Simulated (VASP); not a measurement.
Input:

```
AlTi
1.0
    2.88555     0.00000     0.00000
   -1.44277     2.49896     0.00000
    0.00000     0.00000     9.20274
Ti Al
2 2
Direct
  0.00000   0.00000   0.00000
  0.00000   0.00000   0.50000
  0.33333   0.66667   0.25000
  0.66667   0.33333   0.75000
```

Level of theory: r2SCAN meta-GGA, VASP's PBE PAW potentials (set 64) (plane waves; VASP). Run with 400 eV cut-off, 14×14×4 Γ-centred mesh, tetrahedra with Blöchl corrections, potentials Ti_sv Al.

Give the energies of bands 9 to 18 at the high-symmetry points, in eV from the Fermi level.

```csv
band,Γ,M,K,A,L,H
9,-9.37,-3.91,-2.12,-8.97,-3.53,-1.98
10,-8.38,-3.80,-2.05,-8.97,-3.53,-1.98
11,-5.52,-3.04,-2.05,-4.23,-3.41,-1.90
12,-2.28,-2.44,-1.83,-4.23,-3.41,-1.90
13,-1.84,-1.99,-1.83,-0.64,-1.15,-1.61
14,-0.27,-1.24,-0.73,-0.64,-1.15,-1.61
15,1.46,-0.93,-0.62,1.47,-0.50,-0.62
16,1.46,0.31,-0.62,1.47,-0.50,-0.62
17,1.47,1.13,0.13,1.47,2.10,0.09
18,1.47,2.10,0.13,1.47,2.11,0.09
```

It has no gap at this level: it comes out as a metal or semimetal.

The structure was generated: TiAl was put into the NiAs type type (P6_3/mmc), which need not be its known phase. It was relaxed first, which changed the volume by -39 %.
